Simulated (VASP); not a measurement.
These are HSE06 screened hybrid, VASP's PBE PAW potentials (set 64) (plane waves; VASP 6.6.1) values and carry that method's errors.

VASP ran on this input.

**KPOINTS**
```
K-points
0
G
 1 1 1
```

**POSCAR**
```
Ga35GeN36
1
    4.8683178924    -8.4321738171     0.0000000000
    4.8683178924     8.4321738171     0.0000000000
    0.0000000000     0.0000000000    10.5562839808
Ga N Ge
35 36 1
Direct
  0.2220433748   0.1108620610   0.2495673931
  0.1111368535   0.2220097348   0.9998098512
  0.2216988439   0.1102306034   0.7506780775
  0.1101422074   0.2196930781   0.5006544623
  0.2224663234   0.4447085036   0.2482488450
  0.1110573201   0.5556712162   0.9997469900
  0.2196109336   0.4428468651   0.7499756495
  0.1099875119   0.5567711525   0.5009463741
  0.2220502623   0.7777282042   0.2497606517
  0.1110102074   0.8887464379   0.0000383280
  0.2219055909   0.7777346682   0.7507809032
  0.1107850184   0.8884701612   0.5001307260
  0.5560342747   0.1113539772   0.2496300747
  0.4442203849   0.2221366981   0.9999441449
  0.5555965407   0.1109183050   0.7506428466
  0.4424812624   0.2193347470   0.5008479600
  0.5550830968   0.4446087731   0.2483527147
  0.4444092540   0.5555085969   0.9994137668
  0.5560752757   0.4428036615   0.7498898415
  0.5553101148   0.7771674637   0.2483185113
  0.4442360655   0.8887311071   0.0000405988
  0.5561972291   0.7794595159   0.7499679761
  0.4427637756   0.8889635755   0.5007765892
  0.8885326960   0.1111824689   0.2495255736
  0.7777526275   0.2222515537   0.9997340887
  0.8886010324   0.1110435814   0.7505977882
  0.7775804737   0.2219861867   0.5006228167
  0.8884992735   0.4441018256   0.2496096499
  0.7776225528   0.5555751324   0.0000382542
  0.8884389614   0.4440338699   0.7506813267
  0.7791785257   0.5565452812   0.5008812073
  0.8891761937   0.7779587919   0.2498103744
  0.7777120702   0.8887023631   0.9997987573
  0.8887991495   0.7774785741   0.7507842520
  0.7793323656   0.8888415917   0.5010278310
  0.2217828143   0.1105390461   0.4379989447
  0.1111979038   0.2226579066   0.1888400501
  0.2221856824   0.1110263227   0.9385823234
  0.1109023394   0.2217103049   0.6882141108
  0.2287127007   0.4476127028   0.4401329503
  0.1110880671   0.5552640331   0.1887714817
  0.2226097789   0.4445630391   0.9374394917
  0.1108632698   0.5554003896   0.6885170967
  0.2219414668   0.7774281109   0.4381926731
  0.1111496796   0.8888438071   0.1883696199
  0.2222692045   0.7777257771   0.9386442712
  0.1106443373   0.8883376021   0.6883434484
  0.5556338767   0.1108008613   0.4381327486
  0.4446589958   0.2226630602   0.1889155455
  0.5553213873   0.1109544465   0.9386731711
  0.4439454884   0.2215774794   0.6883489459
  0.5514219483   0.4472323123   0.4401762424
  0.4442348991   0.5554690722   0.1876888724
  0.5551358503   0.4445872453   0.9373534788
  0.4439149433   0.5549986557   0.6818960175
  0.5516363705   0.7699948264   0.4401071988
  0.4447261622   0.8886513173   0.1889921096
  0.5551313253   0.7771197205   0.9374372924
  0.4441227125   0.8885310280   0.6883105741
  0.8882943129   0.1106452507   0.4380818093
  0.7778117895   0.2222856946   0.1881090089
  0.8889272260   0.1109899433   0.9385289820
  0.7775782063   0.2220203839   0.6886194103
  0.8882471171   0.4438690862   0.4381535787
  0.7771197864   0.5554300611   0.1890106563
  0.8888235912   0.4446078252   0.9385887740
  0.7773569334   0.5553076368   0.6883847710
  0.8885234817   0.7773795361   0.4382543637
  0.7772853528   0.8885969920   0.1887639384
  0.8886934186   0.7776157304   0.9387432959
  0.7774649091   0.8884968556   0.6885567979
  0.4437450270   0.5547166090   0.4998047585
```

**INCAR**
```
SYSTEM=Ga35GeN36
PREC=Normal; ENCUT=400; LREAL=Auto
LASPH=.TRUE.; ISYM=0; NELECT=290.0
EDIFF=1E-5; NELM=50; NELMIN=4
ALGO=Normal; LMAXMIX=4
ISMEAR=0; SIGMA=0.05
GGA=PE; LHFCALC=.TRUE.; AEXX=0.25
HFSCREEN=0.2; PRECFOCK=Fast
ISIF=0
LWAVE=.FALSE.; LCHARG=.FALSE.
```

POTCAR, in this order: Ga N Ge (PBE.64 set). Program: vasp_gam. Read from the step before: WAVECAR.

Question: What will the output report for the number of irreducible k-points (NKPTS), largest plane-wave count, FFT grid (NGX, NGY, NGZ)?

Answer: 
```
Item                                          Result
--------------------------------------  ------------
number of irreducible k-points (NKPTS)             1
largest plane-wave count                        7908
FFT grid (NGX, NGY, NGZ)                48 × 48 × 54
```

The cell is a supercell with a defect, built from GaN (wurtzite): Ge_Ga, charge -1. The cell's shape comes from a PBE relaxation. The run is not spin-polarised, so no state with unpaired spins was tried.
